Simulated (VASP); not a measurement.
Calculation: r2SCAN meta-GGA, VASP's PBE PAW potentials (set 64) (plane waves; VASP 6.6.1).

A VASP calculation is set up with these files.

### INCAR
```
ALGO = Normal
EDIFF = 1E-7
ENCUT = 520
ISIF = 2
ISMEAR = 0
LASPH = T
LCHARG = F
LMIXTAU = T
LREAL = F
LWAVE = F
METAGGA = R2SCAN
NELM = 100
PREC = Accurate
SIGMA = 0.05
SYSTEM = KMgF3
```

**POSCAR**
```
KMgF3
1.0
  3.9328832024   0.0000000000   0.0000000000
  0.0000000000   3.9328832024   0.0000000000
  0.0000000000   0.0000000000   3.9328832024
K Mg F
1 1 3
Direct
  0.0000000000   0.0000000000   0.0000000000
  0.5000000000   0.5000000000   0.5000000000
  0.5000000000   0.0000000000   0.5000000000
  0.0000000000   0.5000000000   0.5000000000
  0.5000000000   0.5000000000   0.0000000000
```

File KPOINTS:
```
kpoints
0
Gamma
  6 6 6
0 0 0
```

POTCAR, in this order: K_sv Mg F (PBE.64 set). Program: vasp_std.

The run wrote:

**OUTCAR**
```
 ion  position               nearest neighbor table
   1  0.000  0.000  0.000-   3 2.78   4 2.78   5 2.78   3 2.78   4 2.78   4 2.78   5 2.78   4 2.78
                             3 2.78   5 2.78   3 2.78   5 2.78   2 3.41   2 3.41   2 3.41   2 3.41
   2  0.500  0.500  0.500-   3 1.97   4 1.97   5 1.97   5 1.97   3 1.97   4 1.97   1 3.41   1 3.41
                             1 3.41   1 3.41   1 3.41   1 3.41   1 3.41   1 3.41
   3  0.500  0.000  0.500-   2 1.97   2 1.97   1 2.78   1 2.78   1 2.78   1 2.78
   4  0.000  0.500  0.500-   2 1.97   2 1.97   1 2.78   1 2.78   1 2.78   1 2.78
   5  0.500  0.500  0.000-   2 1.97   2 1.97   1 2.78   1 2.78   1 2.78   1 2.78
  LATTYP: Found a simple cubic cell.
 ALAT       =     3.9328832024
 Subroutine PRICEL returns:
 Original cell was already a primitive cell.
 Subroutine GETGRP returns: Found 48 space group operations
The static configuration has the point symmetry O_h .
The dynamic configuration has the point symmetry O_h .
 Subroutine INISYM returns: Found 48 space group operations
 Subroutine IBZKPT returns following result:
 Found     20 irreducible k-points:

 Following reciprocal coordinates:
            Coordinates               Weight
  0.000000  0.000000  0.000000      1.000000
  0.166667  0.000000  0.000000      6.000000
  0.333333  0.000000  0.000000      6.000000
  0.500000  0.000000  0.000000      3.000000
  0.166667  0.166667  0.000000     12.000000
  0.333333  0.166667  0.000000     24.000000
  0.500000  0.166667  0.000000     12.000000
  0.333333  0.333333  0.000000     12.000000
  0.500000  0.333333  0.000000     12.000000
  0.500000  0.500000  0.000000      3.000000
  0.166667  0.166667  0.166667      8.000000
  0.333333  0.166667  0.166667     24.000000
  0.500000  0.166667  0.166667     12.000000
  0.333333  0.333333  0.166667     24.000000
  0.500000  0.333333  0.166667     24.000000
  0.500000  0.500000  0.166667      6.000000
  0.333333  0.333333  0.333333      8.000000
  0.500000  0.333333  0.333333     12.000000
  0.500000  0.500000  0.333333      6.000000
...
```

OSZICAR:
```
       N       E                     dE             d eps       ncg     rms          rms(c)
DAV:   1     0.229885355679E+03    0.22989E+03   -0.18524E+04   800   0.161E+03
DAV:   2    -0.377620639090E+02   -0.26765E+03   -0.26037E+03  1076   0.407E+02
DAV:   3    -0.482310483096E+02   -0.10469E+02   -0.10440E+02   960   0.789E+01
DAV:   4    -0.486415499351E+02   -0.41050E+00   -0.40954E+00  1420   0.128E+01
DAV:   5    -0.486429449450E+02   -0.13950E-02   -0.13949E-02   936   0.764E-01    0.830E+00
DAV:   6    -0.391541549031E+02    0.94888E+01   -0.48009E+00  1032   0.194E+01    0.287E+00
DAV:   7    -0.370497093463E+02    0.21044E+01   -0.15008E+00  1020   0.137E+01    0.208E+00
DAV:   8    -0.412163123406E+02   -0.41666E+01   -0.92869E-01   996   0.105E+01    0.103E+00
DAV:   9    -0.365394750605E+02    0.46768E+01   -0.84107E-01   892   0.702E+00    0.117E+00
DAV:  10    -0.373179116007E+02   -0.77844E+00   -0.33542E-01   912   0.477E+00    0.224E-01
DAV:  11    -0.373372108392E+02   -0.19299E-01   -0.53003E-03  1212   0.577E-01    0.236E-01
DAV:  12    -0.373942712127E+02   -0.57060E-01   -0.37683E-02   840   0.210E+00    0.240E-01
DAV:  13    -0.373932049124E+02    0.10663E-02   -0.88330E-03   860   0.107E+00    0.133E-01
DAV:  14    -0.373958489018E+02   -0.26440E-02   -0.45088E-04   948   0.214E-01    0.137E-01
DAV:  15    -0.373984724034E+02   -0.26235E-02   -0.10641E-03   920   0.430E-01    0.830E-02
DAV:  16    -0.373985787351E+02   -0.10633E-03   -0.17297E-04  1000   0.141E-01    0.550E-02
DAV:  17    -0.373985727133E+02    0.60219E-05   -0.17445E-05  1344   0.386E-02    0.423E-02
DAV:  18    -0.373985691077E+02    0.36056E-05   -0.70228E-07  1080   0.713E-03    0.398E-02
DAV:  19    -0.373985557079E+02    0.13400E-04   -0.24776E-05  1016   0.485E-02    0.196E-02
DAV:  20    -0.373985487959E+02    0.69120E-05   -0.26573E-05   996   0.443E-02    0.306E-03
DAV:  21    -0.373985503709E+02   -0.15750E-05   -0.27119E-06  1144   0.149E-02    0.246E-03
DAV:  22    -0.373985546430E+02   -0.42722E-05   -0.18659E-06  1140   0.139E-02    0.138E-03
DAV:  23    -0.373985556343E+02   -0.99132E-06   -0.39533E-07   940   0.681E-03    0.191E-03
DAV:  24    -0.373985553482E+02    0.28613E-06   -0.46455E-08   588   0.251E-03    0.174E-03
DAV:  25    -0.373985554868E+02   -0.13862E-06   -0.18715E-07   600   0.436E-03    0.451E-04
DAV:  26    -0.373985554403E+02    0.46492E-07   -0.37000E-08   548   0.170E-03
   1 F= -.37398555E+02 E0= -.37398555E+02  d E =-.130277E-20
```

**OUTCAR**
```
------------------------ aborting loop because EDIFF is reached ----------------------------------------
  FORCE on cell =-STRESS in cart. coord.  units (eV):
  Direction    XX          YY          ZZ          XY          YZ          ZX
  --------------------------------------------------------------------------------------
  Total        0.9344934      0.9344934      0.9344934      0.0000000      0.0000000     -0.0000000
  in kB       24.6123827     24.6123827     24.6123827      0.0000000      0.0000000     -0.0000000
  external PRESSURE =      24.6123827 kB  Pullay stress =       0.0000000 kB
  volume of cell :       60.83
      direct lattice vectors                 reciprocal lattice vectors
     3.932883202  0.000000000  0.000000000     0.254266386  0.000000000  0.000000000
     0.000000000  3.932883202  0.000000000     0.000000000  0.254266386  0.000000000
     0.000000000  0.000000000  3.932883202     0.000000000  0.000000000  0.254266386
 POSITION                                       TOTAL-FORCE (eV/Angst)
 -----------------------------------------------------------------------------------
      0.00000      0.00000      0.00000         0.000000      0.000000      0.000000
      1.96644      1.96644      1.96644         0.000000      0.000000      0.000000
      1.96644      0.00000      1.96644         0.000000      0.000000      0.000000
      0.00000      1.96644      1.96644         0.000000      0.000000      0.000000
      1.96644      1.96644      0.00000         0.000000      0.000000      0.000000
 -----------------------------------------------------------------------------------
    total drift:                                0.000000      0.000000     -0.000000
  FREE ENERGIE OF THE ION-ELECTRON SYSTEM (eV)
  ---------------------------------------------------
  free  energy   TOTEN  =       -37.3985554403 eV

  energy  without entropy=      -37.3985554403  energy(sigma->0) =      -37.39855544
```
(Selected blocks of OUTCAR.)

OUTCAR:
```
 val. band max:       -2.0112941653   @ k =   0.5000   0.5000   0.5000

 cond. band min:       6.5616805242   @ k =   0.0000   0.0000   0.0000


 Fermi energy:        -1.6924592835

 k-point     1 :       0.0000    0.0000    0.0000
  band No.  band energies     occupation
      1     -28.5323      2.00000
      2     -23.3596      2.00000
      3     -22.6763      2.00000
      4     -22.6763      2.00000
      5     -11.2647      2.00000
      6     -11.2647      2.00000
      7     -11.2647      2.00000
      8      -4.5150      2.00000
      9      -4.5150      2.00000
     10      -4.5150      2.00000
     11      -2.6870      2.00000
     12      -2.6870      2.00000
     13      -2.6870      2.00000
     14      -2.3321      2.00000
     15      -2.3321      2.00000
     16      -2.3321      2.00000
     17       6.5617      0.00000
     18       8.8835      0.00000
     19       8.8835      0.00000
     20      11.2617      0.00000

 k-point     2 :       0.1667    0.0000    0.0000
  band No.  band energies     occupation
      1     -28.5232      2.00000
      2     -23.3294      2.00000
      3     -22.7157      2.00000
      4     -22.6743      2.00000
      5     -11.2580      2.00000
      6     -11.2485      2.00000
      7     -11.2485      2.00000
      8      -4.4889      2.00000
      9      -4.4834      2.00000
     10      -4.4834      2.00000
     11      -2.7534      2.00000
     12      -2.7449      2.00000
     13      -2.7449      2.00000
     14      -2.5947      2.00000
     15      -2.3905      2.00000
     16      -2.3905      2.00000
     17       7.0577      0.00000
     18       9.1452      0.00000
     19       9.2159      0.00000
     20      11.3967      0.00000

 k-point     3 :       0.3333    0.0000    0.0000
  band No.  band energies     occupation
      1     -28.5047      2.00000
      2     -23.2563      2.00000
      3     -22.8063      2.00000
      4     -22.6701      2.00000
      5     -11.2447      2.00000
...
```

The compound is KMgF3 in the cubic perovskite structure. This cell is one point of a volume scan, at 0.97 of the reference volume.
